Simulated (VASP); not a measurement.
Data:

```
CELL_PARAMETERS angstrom
      1.46618    -2.53950     0.00000
      1.46618     2.53950     0.00000
      0.00000     0.00000     4.62641
ATOMIC_POSITIONS crystal
  Ti 0.33333 0.66667 0.25000
  Ti 0.66667 0.33333 0.75000
```

Calculation: r2SCAN+rVV10, VASP's PBE PAW potentials (set 64) (plane waves; VASP). Settings: 520 eV cut-off, 16×16×9 Γ-centred mesh, tetrahedra with Blöchl corrections, potentials Ti_sv.

Give the energies of bands 9 to 15 at the high-symmetry points, in eV from the Fermi level.

```json
[
 {"band": "9", "Γ": "-6.67", "M": "-2.56", "K": "-1.80", "A": "-4.71", "L": "-2.73", "H": "-1.39"},
 {"band": "10", "Γ": "-2.91", "M": "-2.33", "K": "-1.60", "A": "-4.71", "L": "-2.73", "H": "-1.39"},
 {"band": "11", "Γ": "0.59", "M": "-1.98", "K": "-1.60", "A": "0.06", "L": "-0.90", "H": "-1.12"},
 {"band": "12", "Γ": "0.85", "M": "-0.87", "K": "-1.48", "A": "0.06", "L": "-0.90", "H": "-1.12"},
 {"band": "13", "Γ": "0.85", "M": "0.58", "K": "0.28", "A": "0.76", "L": "1.24", "H": "-0.36"},
 {"band": "14", "Γ": "0.99", "M": "0.70", "K": "0.28", "A": "0.76", "L": "1.24", "H": "-0.36"},
 {"band": "15", "Γ": "1.40", "M": "1.27", "K": "1.66", "A": "0.76", "L": "1.90", "H": "1.85"}
]
```

It has no gap at this level: it comes out as a metal or semimetal.

The compound is Ti in the hcp structure. It was relaxed first.
